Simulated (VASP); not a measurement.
```yaml
crystal:
  lattice:
    - [0.00000, 2.87505, 2.87505]
    - [2.87505, 0.00000, 2.87505]
    - [2.87505, 2.87505, 0.00000]
  atoms:
    - { symbol: Ca, position: [0.00000, 0.00000, 0.00000] }
    - { symbol: S, position: [0.50000, 0.50000, 0.50000] }
```

Method: PBE GGA with D3 dispersion (Becke-Johnson damping), VASP's PBE PAW potentials (set 64) (plane waves; VASP). Settings: 520 eV cut-off, 8×8×8 Γ-centred mesh, Gaussian smearing of 0.050 eV, potentials Ca_sv S.

Problem. Estimate the energy per atom (σ→0), pressure, band gap (on the k-mesh) with the smallest direct gap where there is one.

Solution. 
band gap (on the k-mesh): 2.42 eV
smallest direct gap (on the k-mesh): 3.20 eV
energy per atom (σ→0): -5.506 eV/atom
pressure: -3.21 GPa

Only differences to runs with the same potentials and settings are physical.

The compound is CaS in the rock salt structure. This cell is one point of a volume scan, at 1.06 of the reference volume.
